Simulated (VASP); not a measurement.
Calculation: PBE GGA, VASP's PBE PAW potentials (set 64) (plane waves; VASP).

Input for VASP

KPOINTS:
```
Automatic mesh
0
Gamma
14 14 7
0 0 0
```

**INCAR**
```
SYSTEM = Zn
PREC = Accurate
ENCUT = 400
EDIFF = 1E-6
NELM = 100
ALGO = Normal
LREAL = .FALSE.
LASPH = .FALSE.
ISMEAR = 1
SIGMA = 0.1
GGA = PE
LMAXMIX = 4
LWAVE = .FALSE.
LCHARG = .FALSE.
ISIF = 2
```

File POSCAR:
```
Zn
1
    1.3553630000    -2.3352460000     0.0000000000
    1.3553630000     2.3352460000     0.0000000000
    0.0000000000     0.0000000000     4.8150170000
Zn
2
Direct
  0.3333330000   0.6666670000   0.2500000000
  0.7004800000   0.3671460000   0.7500000000
```

POTCAR, in this order: Zn (PBE.64 set). Program: vasp_std.

Q: Predict the energy per atom (σ→0), pressure, largest force, band gap (on the k-mesh).

A: 
```yaml
energy per atom (σ→0): -1.101 eV/atom
band gap (on the k-mesh): none (metal, semimetal or under 0.01 eV)
pressure: -1.34 GPa
largest_force: 0.052 eV/Å
```

**OSZICAR**
```
...
DAV:   5    -0.240840354172E+01   -0.92323E-05   -0.92324E-05 15824   0.934E-02    0.395E+00
DAV:   6    -0.221654646686E+01    0.19186E+00   -0.94914E-01 12984   0.216E+01    0.301E+00
DAV:   7    -0.220757813253E+01    0.89683E-02   -0.28444E-02 16168   0.312E+00    0.155E+00
DAV:   8    -0.220312681186E+01    0.44513E-02   -0.16441E-03 17104   0.667E-01    0.454E-02
DAV:   9    -0.220312927181E+01   -0.24599E-05   -0.23199E-04 18144   0.229E-01    0.336E-02
DAV:  10    -0.220313180125E+01   -0.25294E-05   -0.23145E-05 13856   0.662E-02    0.280E-03
DAV:  11    -0.220313156881E+01    0.23244E-06   -0.13097E-07  8680   0.525E-03
   1 F= -.22031316E+01 E0= -.22029705E+01  d E =-.483058E-03
```

The compound is Zn in the hcp structure. The cell was not relaxed at this level, atoms are displaced from their ideal sites. The run is one of a series of settings (LASPH = .FALSE. against the base run), some of them coarse on purpose.
